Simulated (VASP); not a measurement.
In3Ga5As8:

```
In Ga As
1.0
     0.00000    5.80490    5.80490
     5.80490    0.00000    5.80490
     5.80490    5.80490    0.00000
In Ga As
3 5 8
Cartesian
  0.0000 0.0000 0.0000
  2.9024 0.0000 2.9024
  0.0000 2.9024 2.9024
  2.9024 2.9024 0.0000
  5.8049 2.9024 2.9024
  2.9024 5.8049 2.9024
  2.9024 2.9024 5.8049
  5.8049 5.8049 5.8049
  1.4512 1.4512 1.4512
  4.3537 4.3537 1.4512
  4.3537 1.4512 4.3537
  7.2561 4.3537 4.3537
  1.4512 4.3537 4.3537
  4.3537 7.2561 4.3537
  4.3537 4.3537 7.2561
  7.2561 7.2561 7.2561
```

The cell comes from a database or a generator and needn't be the stable form of this composition.

| Item | Value |
| --- | --- |
| Program | VASP 6.6.1 |
| Task | relaxation of cell and atoms |
| Functional | PBEsol |
| Potentials or basis | VASP PAW PBE potentials, release 64 (In_d, Ga_d, As) |
| Cutoff | 520 eV |
| k mesh | 4 × 4 × 4 |
| Occupations | gaussian, width 0.03 eV |
| Spin | no spin polarisation |

At the start: pressure 1.5 GPa; volume 24.45 Å³/atom.

Problem. Where does the relaxation end?

Solution. Over 11 steps the energy falls by 32.8 meV/atom and the volume is 24.78 Å³/atom (+1.3 %); space group R3m (No. 160, to 0.05 Å).

Step by step:
```csv
step,energy change (eV),largest force (eV/Å),pressure (GPa),volume (Å³)
1,0.0000,1.4783,1.54,391.21
2,-0.4273,0.5285,-1.06,404.69
3,-0.4376,0.3906,-1.44,407.23
4,-0.5193,0.1542,0.06,396.17
5,-0.5193,0.1528,0.03,396.33
6,-0.5232,0.0592,-0.01,396.26
7,-0.5236,0.0467,0.00,396.21
8,-0.5237,0.0505,0.02,396.22
9,-0.5240,0.0203,0.10,396.44
10,-0.5240,0.0156,0.00,396.39
11,-0.5241,0.0060,-0.01,396.46
```

Final structure:
```
In Ga As
1.0
     0.00000    5.82634    5.82634
     5.82634    0.00000    5.82634
     5.83516    5.83516   -0.00881
In Ga As
3 5 8
Cartesian
  11.6523 11.6523 11.6437
  8.7485 11.6523 8.7399
  11.6523 8.7485 8.7399
  8.7468 8.7468 11.6454
  5.8299 2.9187 2.9096
  2.9187 5.8299 2.9096
  8.7481 8.7481 5.8177
  5.8299 5.8299 5.8208
  1.5203 1.5203 1.3929
  4.3201 4.3201 1.5058
  4.3712 1.5754 4.3684
  7.2337 4.3201 4.4194
  1.5754 4.3712 4.3684
  4.3201 7.2337 4.4194
  4.3712 4.3712 7.1641
  7.2887 7.2887 7.2771
```

Caveat: the PAW data sets were made with another functional, which shifts forces and pressure a little.
